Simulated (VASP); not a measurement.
Output of a VASP run:

File OUTCAR:
```
 ion  position               nearest neighbor table
   1  0.500  0.000  0.348-   2 4.48   2 4.48   2 4.48   2 4.48
   2  0.000  0.500  0.453-   3 4.30   3 4.30   3 4.30   3 4.30   1 4.48   1 4.48   1 4.48   1 4.48
  LATTYP: Found a simple tetragonal cell.
 ALAT       =     5.0798288042
 C/A-ratio  =     4.9880478088
 Subroutine PRICEL returns:
 Original cell was already a primitive cell.
 Subroutine GETGRP returns: Found 16 space group operations
The static configuration has the point symmetry D_2d.
 The point group associated with its full space group is D_4h.
The dynamic configuration has the point symmetry D_2d.
 Subroutine INISYM returns: Found 16 space group operations
 Subroutine IBZKPT returns following result:
 Found     10 irreducible k-points:

 Following reciprocal coordinates:
            Coordinates               Weight
  0.000000  0.000000  0.000000      1.000000
  0.166667  0.000000  0.000000      4.000000
  0.333333  0.000000  0.000000      4.000000
  0.500000  0.000000  0.000000      2.000000
  0.166667  0.166667  0.000000      4.000000
  0.333333  0.166667  0.000000      8.000000
  0.500000  0.166667  0.000000      4.000000
  0.333333  0.333333  0.000000      4.000000
  0.500000  0.333333  0.000000      4.000000
  0.500000  0.500000  0.000000      1.000000
   k-points           NKPTS =     10   k-points in BZ     NKDIM =     10   number of bands    NBANDS=     24
   number of dos      NEDOS =    301   number of ions     NIONS =      4
   total plane-waves  NPLWV =  98784
   dimension x,y,z NGX =    28 NGY =   28 NGZ =  126
   dimension x,y,z NGXF=    56 NGYF=   56 NGZF=  252
   ions per type =               4
   PREC   = normal    normal or accurate (medium, high low for compatibility)
   ISTART =      0    job   : 0-new  1-cont  2-samecut
   ICHARG =      2    charge: 1-file 2-atom 10-const
   ISPIN  =      1    spin polarized calculation?
   LNONCOLLINEAR =      F non collinear calculations
   LSORBIT =      F    spin-orbit coupling
   INIWAV =      1    electr: 0-lowe 1-rand  2-diag
   ENCUT  =  400.0 eV  29.40 Ry    5.42 a.u.   8.28  8.28 41.32*2*pi/ulx,y,z
   NELM   =    100;   NELMIN=  4; NELMDL= -5     # of ELM steps
   EDIFF  = 0.1E-04   stopping-criterion for ELM
   LREAL  =      F    real-space projection
   NLSPLINE    = F    spline interpolate recip. space projectors
   LMAXMIX     =    4 max onsite mixed and CHGCAR
   VOSKOWN=      0    Vosko Wilk Nusair interpolation
   EDIFFG = -.3E-01   stopping-criterion for IOM
   NSW    =    120    number of steps for IOM
   NBLOCK =      1;   KBLOCK =    120    inner block; outer block
   IBRION =      2    ionic relax: 0-MD 1-quasi-New 2-CG
   NFREE  =      1    steps in history (QN), initial steepest desc. (CG)
   ISIF   =      2    stress and relaxation
   ISYM   =      2    0-nonsym 1-usesym 2-fastsym
   TEIN   =    0.0    initial temperature
   TEBEG  =    0.0;   TEEND  =   0.0 temperature during run
   SMASS  =  -3.00    Nose mass-parameter (am)
   PSTRESS=    0.0 pullay stress
   NELECT =      40.0000    total number of electrons
   EFERMI =   0.00;   METHOD = LEGACY
   ISMEAR =     1;   SIGMA  =   0.10  broadening in eV -4-tet -1-fermi 0-gaus
   IALGO  =     38    algorithm
   LDIAG  =      T    sub-space diagonalisation (order eigenvalues)
   IMIX   =      4    mixing-type and parameters
     AMIX     =   0.40;   BMIX     =  1.00
     AMIX_MAG =   1.60;   BMIX_MAG =  1.00
     AMIN     =   0.10
   METAGGA = R2SCAN    functional components
   VOSKOWN =     0    Vosko Wilk Nusair interpolation
   LHFCALC =     F    Hartree Fock is set to
   LHFONE  =     F    Hartree Fock one center treatment
   AEXX    =    0.0000 exact exchange contribution
   IVDW    =     0    specifies the selected vdW correction
   LEPSILON=     F    determine dielectric tensor
   LRPA    =     F    only Hartree local field effects (RPA)
  energy-cutoff  :      400.00
  volume of cell :      653.85
      direct lattice vectors                 reciprocal lattice vectors
     5.079828804  0.000000000  0.000000000     0.196857028  0.000000000  0.000000000
...
```

### OSZICAR
```
...
DAV:  16    -0.104653897385E+03   -0.72143E-05   -0.23051E-06   296   0.119E-02
   9 F= -.10465390E+03 E0= -.10465264E+03  d E =-.120696E-02
       N       E                     dE             d eps       ncg     rms          rms(c)
DAV:   1    -0.104645212790E+03    0.86774E-02   -0.82535E-01   480   0.399E+00    0.153E-01
DAV:   2    -0.104641641534E+03    0.35713E-02   -0.62475E-02   512   0.119E+00    0.907E-02
DAV:   3    -0.104643815222E+03   -0.21737E-02   -0.58080E-03   584   0.359E-01    0.572E-02
DAV:   4    -0.104650751670E+03   -0.69364E-02   -0.11661E-02   560   0.362E-01    0.295E-02
DAV:   5    -0.104651144708E+03   -0.39304E-03   -0.10492E-03   592   0.190E-01    0.189E-02
DAV:   6    -0.104653828442E+03   -0.26837E-02   -0.18830E-03   488   0.211E-01    0.189E-02
DAV:   7    -0.104653885077E+03   -0.56635E-04   -0.26710E-04   616   0.776E-02    0.132E-02
DAV:   8    -0.104654253790E+03   -0.36871E-03   -0.10082E-04   528   0.615E-02    0.981E-03
DAV:   9    -0.104655008997E+03   -0.75521E-03   -0.57902E-04   496   0.125E-01    0.662E-03
DAV:  10    -0.104655047916E+03   -0.38918E-04   -0.66496E-05   552   0.466E-02    0.505E-03
DAV:  11    -0.104655141100E+03   -0.93185E-04   -0.26850E-05   376   0.305E-02    0.341E-03
DAV:  12    -0.104655197930E+03   -0.56830E-04   -0.91443E-05   456   0.471E-02    0.166E-03
DAV:  13    -0.104655262218E+03   -0.64288E-04   -0.24594E-05   392   0.352E-02    0.106E-03
DAV:  14    -0.104655274061E+03   -0.11843E-04   -0.10813E-05   312   0.261E-02    0.879E-04
DAV:  15    -0.104655306389E+03   -0.32328E-04   -0.69057E-06   304   0.215E-02    0.593E-04
DAV:  16    -0.104655321835E+03   -0.15446E-04   -0.38799E-06   296   0.119E-02    0.431E-04
DAV:  17    -0.104655345140E+03   -0.23305E-04   -0.95947E-06   320   0.209E-02    0.247E-04
DAV:  18    -0.104655339989E+03    0.51509E-05   -0.60344E-06   312   0.145E-02
  10 F= -.10465534E+03 E0= -.10465409E+03  d E =-.264956E-02
       N       E                     dE             d eps       ncg     rms          rms(c)
DAV:   1    -0.104617367745E+03    0.37977E-01   -0.33045E+00   480   0.798E+00    0.304E-01
DAV:   2    -0.104631434237E+03   -0.14066E-01   -0.19487E-01   520   0.225E+00    0.172E-01
DAV:   3    -0.104634602782E+03   -0.31685E-02   -0.22172E-02   568   0.721E-01    0.104E-01
DAV:   4    -0.104647539212E+03   -0.12936E-01   -0.28173E-02   568   0.584E-01    0.559E-02
DAV:   5    -0.104648784341E+03   -0.12451E-02   -0.36519E-03   576   0.397E-01    0.338E-02
DAV:   6    -0.104654660661E+03   -0.58763E-02   -0.51634E-03   480   0.381E-01    0.319E-02
DAV:   7    -0.104654680855E+03   -0.20194E-04   -0.98039E-04   616   0.160E-01    0.199E-02
DAV:   8    -0.104656072235E+03   -0.13914E-02   -0.89869E-04   480   0.191E-01    0.132E-02
DAV:   9    -0.104656872984E+03   -0.80075E-03   -0.13227E-03   544   0.193E-01    0.955E-03
DAV:  10    -0.104656849012E+03    0.23972E-04   -0.12145E-04   536   0.679E-02    0.778E-03
DAV:  11    -0.104656983761E+03   -0.13475E-03   -0.74909E-05   464   0.567E-02    0.495E-03
DAV:  12    -0.104657011368E+03   -0.27607E-04   -0.29124E-04   480   0.823E-02    0.260E-03
DAV:  13    -0.104657180541E+03   -0.16917E-03   -0.96981E-05   504   0.605E-02    0.218E-03
DAV:  14    -0.104657159151E+03    0.21390E-04   -0.15458E-05   368   0.271E-02    0.159E-03
DAV:  15    -0.104657236426E+03   -0.77275E-04   -0.20233E-05   320   0.359E-02    0.108E-03
DAV:  16    -0.104657245364E+03   -0.89381E-05   -0.14768E-05   320   0.283E-02
  11 F= -.10465725E+03 E0= -.10465600E+03  d E =-.455494E-02
```

File OUTCAR:
```
------------------------ aborting loop because EDIFF is reached ----------------------------------------
  FORCE on cell =-STRESS in cart. coord.  units (eV):
  Direction    XX          YY          ZZ          XY          YZ          ZX
  --------------------------------------------------------------------------------------
  Total       -1.1153264     -1.1153264     -0.1891425      0.0000000      0.0000000      0.0000000
  in kB       -2.7329690     -2.7329690     -0.4634702      0.0000000      0.0000000      0.0000000
  external PRESSURE =      -1.9764694 kB  Pullay stress =       0.0000000 kB
  volume of cell :      653.85
      direct lattice vectors                 reciprocal lattice vectors
     5.079828804  0.000000000  0.000000000     0.196857028  0.000000000  0.000000000
     0.000000000  5.079828804  0.000000000     0.000000000  0.196857028  0.000000000
     0.000000000  0.000000000 25.338428936     0.000000000  0.000000000  0.039465746
 POSITION                                       TOTAL-FORCE (eV/Angst)
 -----------------------------------------------------------------------------------
      2.53991      0.00000      8.86527        -0.000000      0.000000      0.023702
      0.00000      2.53991     11.51550        -0.000000     -0.000000      0.001080
      2.53991      0.00000     13.82292        -0.000000      0.000000     -0.001080
      0.00000      2.53991     16.47316         0.000000      0.000000     -0.023702
 -----------------------------------------------------------------------------------
    total drift:                                0.000000      0.000000     -0.000000
  FREE ENERGIE OF THE ION-ELECTRON SYSTEM (eV)
  ---------------------------------------------------
  free  energy   TOTEN  =      -104.6572453639 eV

  energy  without entropy=     -104.6534973964  energy(sigma->0) =     -104.65599604

 reached required accuracy - stopping structural energy minimisation
```
(Selected blocks of OUTCAR.)

**POSCAR**
```
Ba(100) slab
1
    5.0798288042     0.0000000000    -0.0000000000
    0.0000000000     5.0798288042    -0.0000000000
    0.0000000000    -0.0000000000    25.3384289357
Ba
4
Direct
  0.5000000000   0.0000000000   0.3477171447
  0.0000000000   0.5000000000   0.4532054353
  0.5000000000   0.0000000000   0.5467945647
  0.0000000000   0.5000000000   0.6522828553
```

### Question
Reconstruct the remaining input files.

### Answer
One answer among several that fit: the input of the run itself, r2SCAN meta-GGA, plane waves, VASP's PBE PAW potentials (set 64).

### KPOINTS
```
Automatic mesh
0
Gamma
6 6 1
0 0 0
```

INCAR:
```
# general
SYSTEM  = Ba(100) slab
PREC    = Normal
ENCUT   = 400   # plane-wave cut-off (eV)
LREAL   = F   # projection in real space or not
LASPH   = T   # aspherical one-centre terms

# electronic loop
EDIFF   = 1E-5
NELM    = 100   # most electronic steps
NELMIN  = 4
ALGO    = Normal
LMAXMIX = 4   # l cut-off of mixed one-centre charges
LMIXTAU = T

# smearing
ISMEAR  = 1   # Methfessel-Paxton
SIGMA   = 0.1

# functional
METAGGA = R2SCAN

# ions
IBRION  = 2
NSW     = 120   # most ionic steps
ISIF    = 2   # forces and stress, cell fixed
EDIFFG  = -0.03   # ionic stop

# output
LWAVE   = T
LCHARG  = F

# other
LDIPOL  = T
IDIPOL  = 3
DIPOL   = 0.5 0.5 0.5
```

POTCAR, in this order: Ba_sv (PBE.64 set). Program: vasp_std.

The cell is a thin slab with vacuum, built from Ba (bcc): (100) face.
